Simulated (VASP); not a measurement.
**MnP2 (space group Pnnm): computed properties**

Method: PBEsol GGA, VASP's PBE PAW potentials (set 64) (plane waves; VASP).

For MnP₂, the space group comes out as Pnnm (58). The cell is a = 5.0739 Å, b = 5.7086 Å, c = 2.6275 Å, α = 90.00°, β = 90.00°, γ = 90.00° and the volume per atom is 12.68 Å³/atom. The band gap (over mesh and band path) is none (metal, semimetal or under 0.01 eV) and the cell moment comes out as 0.00 μB. The band gap with spin-orbit coupling comes out as none (metallic). The density is 5.10 g/cm³.

```cif
data_Mn2P4
_chemical_formula_sum 'Mn2 P4'
_space_group_name_H-M_alt 'P 1'
_space_group_IT_number 1
_cell_length_a 5.07390
_cell_length_b 2.62745
_cell_length_c 5.70859
_cell_angle_alpha 90.000
_cell_angle_beta 90.000
_cell_angle_gamma 90.000
loop_
_space_group_symop_operation_xyz
  'x, y, z'
loop_
_atom_site_label
_atom_site_type_symbol
_atom_site_fract_x
_atom_site_fract_y
_atom_site_fract_z
_atom_site_occupancy
Mn1 Mn 0.00000 0.00000 0.00000 1
Mn2 Mn 0.50000 0.50000 0.50000 1
P1 P 0.82804 0.00000 0.37297 1
P2 P 0.17196 0.00000 0.62703 1
P3 P 0.67202 0.50000 0.87297 1
P4 P 0.32798 0.50000 0.12703 1
```

The structure comes from a computed database's MnP2 entry (P2/m); how it stands against other phases isn't given here. It was relaxed first, which changed the volume by -6 %. The relaxed cell has space group Pnnm. Symmetry was kept, so distortions that lower it aren't found.
